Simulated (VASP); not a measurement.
Computed with SCAN meta-GGA, VASP's PBE PAW potentials (set 64) (plane waves; VASP).

A VASP calculation is set up with these files.

POSCAR:
```
Ga atom
1
   12.0000000000     0.0000000000     0.0000000000
    0.0000000000    12.5000000000     0.0000000000
    0.0000000000     0.0000000000    13.0000000000
Ga
1
Direct
  0.0000000000   0.0000000000   0.0000000000
```

INCAR:
```
ALGO=All
EDIFF=1E-6
ENCUT=520
ISMEAR=0
ISPIN=2
ISYM=0
LASPH=T
LCHARG=F
LMAXMIX=4
LMIXTAU=T
LORBIT=10
LREAL=F
LWAVE=F
MAGMOM=1
METAGGA=SCAN
NELM=200
NUPDOWN=1
PREC=Normal
SIGMA=0.01
SYSTEM=Ga atom
```

### KPOINTS
```
Automatic mesh
0
Gamma
1 1 1
0 0 0
```

POTCAR, in this order: Ga_d (PBE.64 set). Program: vasp_gam. Read from the step before: WAVECAR.

The resulting files:

OSZICAR:
```
       N       E                     dE             d eps       ncg     rms           ort
SDA:   1    -0.133648710514E+02   -0.13365E+02    0.00000E+00    11   0.121E+00   0.000E+00
CGA:   2    -0.133828464377E+02   -0.17975E-01   -0.17551E-01    11   0.387E-01  -0.843E-02
CGA:   3    -0.133914600022E+02   -0.86136E-02   -0.85360E-02    11   0.839E-02   0.189E-02
CGA:   4    -0.133935292231E+02   -0.20692E-02   -0.20309E-02    11   0.218E-02   0.112E-02
SDA:   5    -0.133940062828E+02   -0.47706E-03   -0.14022E-02    11   0.510E-02  -0.252E-02
CGA:   6    -0.133944449303E+02   -0.43865E-03   -0.59083E-03    11   0.605E-03   0.125E-02
SDA:   7    -0.133945117134E+02   -0.66783E-04   -0.95134E-04    11   0.199E-03   0.280E-03
SDA:   8    -0.133946690619E+02   -0.15735E-03   -0.15706E-03    11   0.296E-03  -0.125E-03
SDA:   9    -0.133946690637E+02   -0.18044E-08   -0.25654E-07    11   0.281E-03   0.296E-03
   1 F= -.13394669E+02 E0= -.13394669E+02  d E =-.417067E-16  mag=     1.0000
```

**OUTCAR**
```
------------------------ aborting loop because EDIFF is reached ----------------------------------------
  FORCE on cell =-STRESS in cart. coord.  units (eV):
  Direction    XX          YY          ZZ          XY          YZ          ZX
  --------------------------------------------------------------------------------------
  Total        0.1375200      0.1808569      0.1654461      0.0054497     -0.0052734     -0.0035016
  in kB        0.1129905      0.1485973      0.1359354      0.0044777     -0.0043328     -0.0028770
  external PRESSURE =       0.1325077 kB  Pullay stress =       0.0000000 kB
  volume of cell :     1950.00
      direct lattice vectors                 reciprocal lattice vectors
    12.000000000  0.000000000  0.000000000     0.083333333  0.000000000  0.000000000
     0.000000000 12.500000000  0.000000000     0.000000000  0.080000000  0.000000000
     0.000000000  0.000000000 13.000000000     0.000000000  0.000000000  0.076923077
 POSITION                                       TOTAL-FORCE (eV/Angst)
 -----------------------------------------------------------------------------------
      0.00000      0.00000      0.00000        -0.000159     -0.000111      0.000042
 -----------------------------------------------------------------------------------
    total drift:                               -0.000159     -0.000111      0.000042
  FREE ENERGIE OF THE ION-ELECTRON SYSTEM (eV)
  ---------------------------------------------------
  free  energy   TOTEN  =       -13.3946690637 eV

  energy  without entropy=      -13.3946690637  energy(sigma->0) =      -13.39466906

 total charge

# of ion       s       p       d       tot
------------------------------------------
    1        1.182   0.287   9.914  11.382

 magnetization (x)

# of ion       s       p       d       tot
------------------------------------------
    1       -0.014   0.287  -0.004   0.269
```
(Selected blocks of OUTCAR.)

The atom may not be in its lowest state.

The cell is a free atom in a box.
